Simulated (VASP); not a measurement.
Data:

```xyz
2
Lattice="0.0000 2.1315 2.1315 2.1315 0.0000 2.1315 2.1315 2.1315 0.0000" Properties=species:S:1:pos:R:3 pbc="T T T"
Si     0.0000     0.0000     0.0000
C      1.0657     1.0657     1.0657
```

Level of theory: SCAN meta-GGA, VASP's PBE PAW potentials (set 64) (plane waves; VASP 6.6.1). Numerical set-up: 520 eV cut-off, 10×10×10 Γ-centred mesh, Gaussian smearing of 0.050 eV, potentials Si C.

**Question.** Give the stress tensor in GPa (positive for a compressed cell).

**Answer.** 
```
15.87   0.00   0.00
 0.00  15.87   0.00
 0.00   0.00  15.87
```
The pressure is its mean diagonal, 15.87 GPa.

The compound is SiC in the zinc blende structure. This cell is one point of a volume scan, at 0.94 of the reference volume.
